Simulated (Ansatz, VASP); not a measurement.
**BiO5 in VASP and in Ansatz**

```
Bi O
1.0
     0.00000    3.15551    3.15551
     3.15551    0.00000    3.15551
     3.15551    3.15551    0.00000
Bi O
1 5
Direct
  0.50000 0.50000 0.50000
  0.12229 0.12229 0.63314
  0.12229 0.63314 0.12229
  0.75000 0.75000 0.75000
  0.12229 0.12229 0.12229
  0.63314 0.12229 0.12229
```

Change from the starting cell: species swapped into the HfNi5 type (F-43m, No. 216).

Alike in both runs: functional PBE; k mesh 6 × 6 × 6; occupations gaussian, width 0.1 eV; no spin polarisation.

Ansatz relaxed the structure, and its values are those at the end. VASP's run is a single point on that final structure, the one shown.

```csv
,VASP,Ansatz
version,VASP 6.6.1,Ansatz 0.2.0
potentials or method,"VASP PAW PBE potentials, release 64 (Bi_d, O)","scalar-relativistic, plane waves, PAW"
plane-wave cutoff (eV),520,420
valence electrons in the cell,45,45
```

```csv
,VASP,Ansatz,Ansatz less VASP
gap on the k mesh at the Fermi level (eV),none,none,-
pressure (GPa),-0.2,0.0,+0.15
rms of the force components (eV/Å),0.001,0.005,+0.0037
```

A gap of «none» marks a metal or a gap that the smearing closes.

Caveats: spin-orbit coupling is left out, which moves the levels of the heavy elements; an odd number of electrons without spin polarisation forces a metal; a magnetic or distorted state may lie lower.
